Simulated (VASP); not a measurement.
# HfIn2Se5 (P6/mmm) in VASP: relaxation of cell and atoms with PBE

Aim: the relaxation of cell and atoms of HfIn2Se5 with PBE.

Program: VASP 6.6.1. These are calculated values, not measurements. Logs are shortened: lines on timing, memory, paths and dates and some standing lists are left out, and cuts for length are marked.

### Step 1. Starting point

Symmetry: P6/mmm, No. 191, hexagonal system. The conventional cell has a = 5.632 Å, b = 5.632 Å, c = 9.452 Å, α = 90.00°, β = 90.00°, γ = 120.00°. Hf (site symmetry 6/mmm) is surrounded by 6 Se at 2.82 Å. In (site symmetry 6mm) is surrounded by 1 In at 2.34 Å. Around Se (site symmetry mmm) lie 4 Se at 2.82 Å and 2 Hf at 2.82 Å. Se (site symmetry -6m2) is surrounded by 3 Se at 3.25 Å and 6 In at 3.46 Å.

The cell was built by a generator and needn't be a form met in nature.

### Step 2. Relaxation of cell and atoms, PBE

INCAR

```
ALGO = Fast
EDIFF = 1E-4
EDIFFG = -0.08
ENCUT = 520
GGA = PE
IBRION = 2
ISIF = 3
ISMEAR = 0
LASPH = True
LCHARG = False
LREAL = False
LWAVE = False
NELM = 60
NSW = 24
PREC = Normal
SIGMA = 0.15
```

KPOINTS

```
k-points
0
Gamma
  3 3 2
```

POSCAR

```
HfIn2Se5
1.0
    5.6321112400      0.0000000000      0.0000000000
   -2.8160556200      4.8775514100      0.0000000000
    0.0000000000      0.0000000000      9.4521698300
Hf In Se
1 2 5
Direct
    0.0000000000      0.0000000000      0.5000000000
    0.0000000000      0.0000000000      0.1238386000
    0.0000000000      0.0000000000      0.8761614000
    0.5000000000      0.0000000000      0.5000000000
    0.0000000000      0.5000000000      0.5000000000
    0.5000000000      0.5000000000      0.5000000000
    0.3333333300      0.6666666700      0.0000000000
    0.6666666700      0.3333333300      0.0000000000
```

Potentials or basis: VASP PAW PBE potentials, release 64 (Hf_pv, In_d, Se).

On the command line:

```
$ cat potpaw_PBE.64/Hf_pv/POTCAR potpaw_PBE.64/In_d/POTCAR potpaw_PBE.64/Se/POTCAR > POTCAR
$ mpirun -np 1 vasp_std > vasp.out
```

OUTCAR:

```text
EDIFF = 1E-4
   EDIFFG = -0.08
   ENCUT = 520
   GGA = PE
   IBRION = 2
   ISIF = 3
   ISMEAR = 0
   LASPH = True
   LREAL = False
   NELM = 60
   NSW = 24
   PREC = Normal

 ion  position               nearest neighbor table
   1  0.000  0.000  0.500-   5 2.82   6 2.82   5 2.82   6 2.82   4 2.82   4 2.82   2 3.56   3 3.56

   2  0.000  0.000  0.124-   3 2.34   1 3.56
   3  0.000  0.000  0.876-   2 2.34   1 3.56
   4  0.500  0.000  0.500-   1 2.82   1 2.82
   5  0.000  0.500  0.500-   1 2.82   1 2.82
   6  0.500  0.500  0.500-   1 2.82   1 2.82
   7  0.333  0.667  0.000-
   8  0.667  0.333  0.000-

  LATTYP: Found a hexagonal cell.
 ALAT       =     5.6321112400
 C/A-ratio  =     1.6782640518

  Lattice vectors:

 A1 = (   5.6321112400,   0.0000000000,   0.0000000000)
 A2 = (  -2.8160556200,   4.8775514100,   0.0000000000)
 A3 = (   0.0000000000,   0.0000000000,   9.4521698300)

Analysis of symmetry for initial positions (statically):
=====================================================================
 Subroutine PRICEL returns:
 Original cell was already a primitive cell.

 Routine SETGRP: Setting up the symmetry group for a
 hexagonal supercell.

 Subroutine GETGRP returns: Found 24 space group operations
 (whereof 24 operations were pure point group operations)
 out of a pool of 24 trial point group operations.

The static configuration has the point symmetry D_6h.

Analysis of symmetry for dynamics (positions and initial velocities):
=====================================================================
 Subroutine PRICEL returns:
 Original cell was already a primitive cell.

 Routine SETGRP: Setting up the symmetry group for a
 hexagonal supercell.

 Subroutine GETGRP returns: Found 24 space group operations
 (whereof 24 operations were pure point group operations)
 out of a pool of 24 trial point group operations.

The dynamic configuration has the point symmetry D_6h.

 Subroutine INISYM returns: Found 24 space group operations
 (whereof 24 operations are pure point group operations),
 and found     1 'primitive' translations

----------------------------------------------------------------------------------------

                                     Primitive cell

  volume of cell :     259.6597

  direct lattice vectors                    reciprocal lattice vectors
     5.632111240  0.000000000  0.000000000     0.177553311  0.102510452  0.000000000
    -2.816055620  4.877551410  0.000000000     0.000000000  0.205020904  0.000000000
     0.000000000  0.000000000  9.452169830     0.000000000  0.000000000  0.105795814

  length of vectors
     5.632111240  5.632111239  9.452169830     0.205020904  0.205020904  0.105795814

  position of ions in fractional coordinates (direct lattice)
     0.000000000  0.000000000  0.500000000
     0.000000000  0.000000000  0.123838600
     0.000000000  0.000000000  0.876161400
     0.500000000  0.000000000  0.500000000
     0.000000000  0.500000000  0.500000000
     0.500000000  0.500000000  0.500000000
     0.333333330  0.666666670  0.000000000
     0.666666670  0.333333330  0.000000000

  ion indices of the primitive-cell ions
   primitive index   ion index
                 1           1
                 2           2
                 3           3
                 4           4
                 5           5
                 6           6
                 7           7
                 8           8

----------------------------------------------------------------------------------------

 KPOINTS: k-points

Automatic generation of k-mesh.
 Grid dimensions read from file:
 generate k-points for:    3    3    2

 Generating k-lattice:

  Cartesian coordinates                     Fractional coordinates (reciprocal lattice)
     0.059184437  0.034170151  0.000000000     0.333333333  0.000000000  0.000000000
     0.000000000  0.068340301  0.000000000     0.000000000  0.333333333  0.000000000
     0.000000000  0.000000000  0.052897907     0.000000000  0.000000000  0.500000000

  Length of vectors
     0.068340301  0.068340301  0.052897907

  Shift w.r.t. Gamma in fractional coordinates (k-lattice)
     0.000000000  0.000000000  0.000000000

 Subroutine IBZKPT returns following result:
 ===========================================

 Found      6 irreducible k-points:

 Following reciprocal coordinates:
            Coordinates               Weight
  0.000000  0.000000  0.000000      1.000000
  0.333333  0.000000  0.000000      6.000000
  0.333333  0.333333  0.000000      2.000000
  0.000000  0.000000  0.500000      1.000000
  0.333333  0.000000  0.500000      6.000000
  0.333333  0.333333  0.500000      2.000000
   k-points           NKPTS =      6   k-points in BZ     NKDIM =      6   number of bands    NBANDS=     39
   number of dos      NEDOS =    301   number of ions     NIONS =      8
   total plane-waves  NPLWV =  55296
   dimension x,y,z NGX =    32 NGY =   32 NGZ =   54
   dimension x,y,z NGXF=    64 NGYF=   64 NGZF=  108
   ions per type =               1   2   5
   NGX,Y,Z   is equivalent  to a cutoff of   9.45,  9.45,  9.50 a.u.
   NGXF,Y,Z  is equivalent  to a cutoff of  18.89, 18.89, 19.00 a.u.
 SYSTEM =  unknown system
   PREC   = normal    normal or accurate (medium, high low for compatibility)
   ISTART =      0    job   : 0-new  1-cont  2-samecut
   ICHARG =      2    charge: 1-file 2-atom 10-const
   ISPIN  =      1    spin polarized calculation?
   LNONCOLLINEAR =      F non collinear calculations
   LSORBIT =      F    spin-orbit coupling
   LASPH  =      T    aspherical Exc in radial PAW
   ENCUT  =  520.0 eV  38.22 Ry    6.18 a.u.  10.47 10.47 17.57*2*pi/ulx,y,z
   NELM   =     60;   NELMIN=  2; NELMDL= -5     # of ELM steps
   EDIFF  = 0.1E-03   stopping-criterion for ELM
   LREAL  =      F    real-space projection
   EDIFFG = -.8E-01   stopping-criterion for IOM
   NSW    =     24    number of steps for IOM
   IBRION =      2    ionic relax: 0-MD 1-quasi-New 2-CG
   NFREE  =      1    steps in history (QN), initial steepest desc. (CG)
   ISIF   =      3    stress and relaxation
   ISYM   =      2    0-nonsym 1-usesym 2-fastsym
   POTIM  = 0.5000    time-step for ionic-motion
   TEBEG  =    0.0;   TEEND  =   0.0 temperature during run
   PSTRESS=    0.0 pullay stress
   NELECT =      66.0000    total number of electrons
   NUPDOWN=      -1.0000    fix difference up-down
   EMIN   =  10.00;   EMAX   =-10.00  energy-range for DOS
   EFERMI =   0.00;   METHOD = LEGACY
   ISMEAR =     0;   SIGMA  =   0.15  broadening in eV -4-tet -1-fermi 0-gaus
   EFERMI_NEDOS =   21; number of points for ismear=-14 and -15
   IALGO  =     68    algorithm
   IMIX   =      4    mixing-type and parameters
     AMIX     =   0.40;   BMIX     =  1.00
     AMIX_MAG =   1.60;   BMIX_MAG =  1.00
  volume/ion in A,a.u.               =      32.46       219.03
  Fermi-wavevector in a.u.,A,eV,Ry     =   1.037022  1.959687 14.631903  1.075415
  Thomas-Fermi vector in A             =   2.171440
   LORBIT       =      0    0 simple, 1 ext, 2 COOP (PROOUT), +10 PAW based schemes
   GGA     = PE    functional components
   LHFCALC =     F    Hartree Fock is set to
   AEXX    =    0.0000 exact exchange contribution
   IVDW    =     0    specifies the selected vdW correction
   LEPSILON=     F    determine dielectric tensor
   LRPA    =     F    only Hartree local field effects (RPA)
 conjugate gradient relaxation of ions
 non-spin polarized calculation
 RMM-DIIS sequential band-by-band and
 Gauss-broadening in eV      SIGMA  =   0.15
  energy-cutoff  :      520.00
  volume of cell :      259.66
 maximum number of plane-waves:      7031
   NGX = 21   NGY = 21   NGZ = 35

--------------------------------------- Ionic step        1  -------------------------------------------

 number of electron      66.0000037 magnetization

 Free energy of the ion-electron system (eV)
  ---------------------------------------------------
  ext. energy  EPLUGINS =         0.00000000
  ---------------------------------------------------
  free energy    TOTEN  =       -30.58302337 eV

  energy without entropy =      -30.45811992  energy(sigma->0) =      -30.52057164

------------------------ aborting loop because EDIFF is reached ----------------------------------------

  FORCE on cell =-STRESS in cart. coord.  units (eV):
  Direction    XX          YY          ZZ          XY          YZ          ZX
  --------------------------------------------------------------------------------------
  -------------------------------------------------------------------------------------
  Total       -6.4653314     -6.4653314      6.9120262      0.0000000      0.0000000     -0.0000000
  in kB      -39.8930073    -39.8930073     42.6492468      0.0000000      0.0000000     -0.0000000
  external PRESSURE =     -12.3789226 kB  Pullay stress =       0.0000000 kB
[... 107 lines left out ...]
  FREE ENERGIE OF THE ION-ELECTRON SYSTEM (eV)
  ---------------------------------------------------
  free  energy   TOTEN  =       -32.1565128016 eV

  energy  without entropy=      -32.0517689839  energy(sigma->0) =      -32.10414089

[... ionic steps 4 to 12 ...]

--------------------------------------- Ionic step       13  -------------------------------------------

 number of electron      65.9999994 magnetization

------------------------ aborting loop because EDIFF is reached ----------------------------------------

  FORCE on cell =-STRESS in cart. coord.  units (eV):
  Direction    XX          YY          ZZ          XY          YZ          ZX
  --------------------------------------------------------------------------------------
  -------------------------------------------------------------------------------------
  Total       -0.3435475     -0.3435475      0.8922640      0.0000000      0.0000000     -0.0000000
  in kB       -2.3698195     -2.3698195      6.1549118      0.0000000      0.0000000     -0.0000000
  external PRESSURE =       0.4717576 kB  Pullay stress =       0.0000000 kB
[... 69 lines left out ...]
  energy  without entropy=      -32.3942135422  energy(sigma->0) =      -32.44902294

--------------------------------------- Ionic step       15  -------------------------------------------

 number of electron      65.9999987 magnetization

 Free energy of the ion-electron system (eV)
  ---------------------------------------------------
  ext. energy  EPLUGINS =         0.00000000
  ---------------------------------------------------
  free energy    TOTEN  =       -32.50788859 eV

  energy without entropy =      -32.39846810  energy(sigma->0) =      -32.45317835

 E-fermi :   3.3389     XC(G=0):  -8.9472

 val. band max:        3.3030281627   @ k =   0.0000   0.0000   0.0000
 cond. band min:       3.4323387042   @ k =   0.3333   0.0000   0.5000
 fundamental gap:      0.1293105416
 Fermi energy:         3.3389487749

 k-point     1 :       0.0000    0.0000    0.0000
  band No.  band energies     occupation
      1     -28.6300      2.00000
      2     -28.6300      2.00000
      3     -28.4931      2.00000
      4     -12.4232      2.00000
      5     -11.2962      2.00000
      6     -11.1283      2.00000
[... 276 lines left out ...]
  FREE ENERGIE OF THE ION-ELECTRON SYSTEM (eV)
  ---------------------------------------------------
  free  energy   TOTEN  =       -32.5078885914 eV

  energy  without entropy=      -32.3984681042  energy(sigma->0) =      -32.45317835

 reached required accuracy - stopping structural energy minimisation
```

It took 4.2 min on 1 thread of Intel Xeon 6975P-C (Granite Rapids), shared host; peak memory 0.27 GiB.

Results:

- Free energy: -32.5079 eV
- Relaxed volume: 29.08 Å³/atom
- Relaxed cell: a = 5.465 Å, b = 5.465 Å, c = 8.996 Å, α = 90.00°, β = 90.00°, γ = 120.00°
- Space group after relaxing (to 0.05 Å): P6/mmm (No. 191)
- Energy gained by relaxing: 240.6 meV/atom
- Ionic steps: 15
- Pressure after relaxing: 0.1 GPa
- Largest force after relaxing: 0.030 eV/Å
- Band gap on the k mesh: none (metal or under the smearing width)

Forces in eV/Å, atoms in the order of the input:
```
Hf   0.000  0.000  0.000
In   0.000  0.000 -0.030
In   0.000  0.000  0.030
Se   0.000  0.000  0.000
Se   0.000  0.000  0.000
Se   0.000  0.000  0.000
Se   0.000  0.000  0.000
Se   0.000  0.000  0.000
```

Step by step:
```csv
step,energy change (eV),largest force (eV/Å),pressure (GPa),volume (Å³)
1,0.0000,6.2935,-1.24,259.66
2,-1.5726,0.4429,0.08,249.80
3,-1.5735,0.7362,-0.27,251.04
4,-1.5770,0.5486,-0.34,250.48
5,-1.7605,0.3667,-1.14,247.58
6,-1.7043,0.7349,-1.85,237.68
7,-1.8695,0.1314,-1.57,243.59
8,-1.8729,0.0364,-1.69,242.83
9,-1.8953,0.3503,0.88,226.53
10,-1.9208,0.1236,-0.28,233.29
11,-1.9210,0.1810,-0.37,233.10
12,-1.9147,0.2622,0.20,229.80
13,-1.9205,0.1405,0.05,232.26
14,-1.9208,0.1192,-0.14,232.81
15,-1.9249,0.0302,0.08,232.63
```

Final structure:
```yaml
crystal:
  lattice:
    - [5.46455, 0.00000, 0.00000]
    - [-2.73228, 4.73244, 0.00000]
    - [0.00000, 0.00000, 8.99565]
  atoms:
    - { symbol: Hf, position: [0.00000, 0.00000, 0.50000] }
    - { symbol: In, position: [0.00000, 0.00000, 0.16493] }
    - { symbol: In, position: [0.00000, 0.00000, 0.83507] }
    - { symbol: Se, position: [0.50000, 0.00000, 0.50000] }
    - { symbol: Se, position: [0.00000, 0.50000, 0.50000] }
    - { symbol: Se, position: [0.50000, 0.50000, 0.50000] }
    - { symbol: Se, position: [0.33333, 0.66667, 0.00000] }
    - { symbol: Se, position: [0.66667, 0.33333, 0.00000] }
```

Caveat: the k mesh is coarse (spacing up to 0.43 Å⁻¹), so the values aren't converged; this functional lacks dispersion, which binds the layers, so the pressure and a relaxed spacing across them are unreliable; the relaxation stopped at a loose force limit of 0.08 eV/Å, so its end isn't a converged minimum.
